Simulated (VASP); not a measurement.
Input of a VASP 6.6.1 run:

Contents of INCAR:

```
SYSTEM = ZrZn
ALGO = Normal
EDIFF = 1E-7
ENCUT = 520
GGA = CA
ISIF = 2
ISMEAR = 0
LASPH = .True.
LCHARG = .True.
LELF = .True.
LREAL = .False.
LVHAR = .True.
LWAVE = .False.
NBANDS = 19
NELM = 100
PREC = Accurate
SIGMA = 0.1
```

The input KPOINTS:

```
k-points
0
Gamma
  12 12 12
  0 0 0
```

Contents of POSCAR:

```
ZrZn
1.0
    3.2600261330      0.0000000000      0.0000000000
    0.0000000000      3.2600261330      0.0000000000
    0.0000000000      0.0000000000      3.2600261330
Zr Zn
1 1
Direct
    0.5000000000      0.5000000000      0.5000000000
    0.0000000000      0.0000000000      0.0000000000
```

Potentials or basis: VASP PAW LDA potentials, release 64 (Zr_sv, Zn).

The run is started by

```sh
$ cat potpaw_LDA.64/Zr_sv/POTCAR potpaw_LDA.64/Zn/POTCAR > POTCAR
$ mpirun -np 1 vasp_std > vasp.out
```

(1) Predict the pressure.

(2) Predict the band gap on the k mesh.

Results:

(1) 0.4 GPa.

(2) none (metal or under the smearing width).
